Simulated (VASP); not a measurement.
Energy against volume of Cs (bcc). Level of theory: PBEsol GGA, VASP's PBE PAW potentials (set 64) (plane waves; VASP). Numerical set-up: 520 eV cut-off, 9×9×9 Γ-centred mesh, first-order Methfessel-Paxton smearing of 0.10 eV, potentials Cs_sv.

```csv
V (Å³/atom),E (eV/atom)
104.959,-0.94261
108.205,-0.94355
111.451,-0.94319
114.698,-0.94168
```

Fit these four points and predict the energy of the run at 101.713 Å³/atom.

A cubic in V^(−2/3), the third-order Birch-Murnaghan form, passes through the four points with V0 = 108.87 Å³/atom and B0 = 2 GPa, and gives -0.9402 eV/atom there. The run gave -0.9402 eV/atom, +0.0 meV/atom from the fit; all five points give B0 = 2 GPa.

The compound is Cs in the bcc structure. It was relaxed first.
